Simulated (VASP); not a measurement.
Crystal: Nb3B5.

```
CELL_PARAMETERS angstrom
5.30859 -0.02299 0.03353
-2.67420 4.61491 0.00541
0.01993 0.01522 3.16440
ATOMIC_POSITIONS crystal
Nb 0.00057 0.68776 0.02491
Nb 0.33274 0.34041 0.00788
Nb 0.66797 0.97423 0.99787
B 0.65084 0.32043 0.49413
B 0.34704 0.68321 0.47625
B 0.99916 0.35210 0.50344
B 0.34004 0.99834 0.48071
B 0.66121 0.66247 0.49211
```

The cell was built by a generator and needn't be a form met in nature.

```yaml
Program: VASP 6.6.1
Task: relaxation of cell and atoms
Functional: PBE
Potentials_or_basis: VASP PAW PBE potentials, release 64 (Nb_sv, B)
Cutoff: 520 eV
k_mesh: 5 × 5 × 7
Occupations: gaussian, width 0.15 eV
Spin: no spin polarisation
```

At the start: pressure 18.1 GPa; volume 9.67 Å³/atom.

**Question.** Where does the relaxation end?

**Answer.** Over 13 steps the energy falls by 106.1 meV/atom and the volume is 10.16 Å³/atom (+5.1 %); space group P-62m (No. 189, to 0.05 Å).

The path:
| step | energy change (eV) | largest force (eV/Å) | pressure (GPa) | volume (Å³) |
| --- | --- | --- | --- | --- |
| 1 | 0.0000 | 3.9478 | 18.14 | 77.32 |
| 2 | -0.0526 | 1.1862 | -22.53 | 90.21 |
| 3 | -0.7164 | 0.8566 | -6.16 | 83.35 |
| 4 | -0.7172 | 0.9045 | -5.59 | 83.16 |
| 5 | -0.8245 | 0.4232 | 2.84 | 80.51 |
| 6 | -0.8298 | 0.3314 | 1.20 | 80.97 |
| 7 | -0.8457 | 0.1608 | -0.33 | 81.41 |
| 8 | -0.8460 | 0.1440 | -0.58 | 81.48 |
| 9 | -0.8484 | 0.0560 | 0.41 | 81.17 |
| 10 | -0.8484 | 0.0562 | 0.49 | 81.18 |
| 11 | -0.8488 | 0.0420 | -0.26 | 81.38 |
| 12 | -0.8489 | 0.0336 | -0.11 | 81.31 |
| 13 | -0.8490 | 0.0188 | 0.11 | 81.27 |

Final structure:
```
Nb B
1.0
     5.40706    0.00011   -0.00001
    -2.70335    4.68250   -0.00021
    -0.00003   -0.00007    3.20985
Nb B
3 5
Direct
  0.99992 0.67843 0.99728
  0.32392 0.32636 0.99726
  0.67593 0.00235 0.99730
  0.66670 0.33575 0.49704
  0.33321 0.66900 0.49720
  0.99996 0.34706 0.49700
  0.34475 0.00237 0.49713
  0.65517 0.65763 0.49709
```
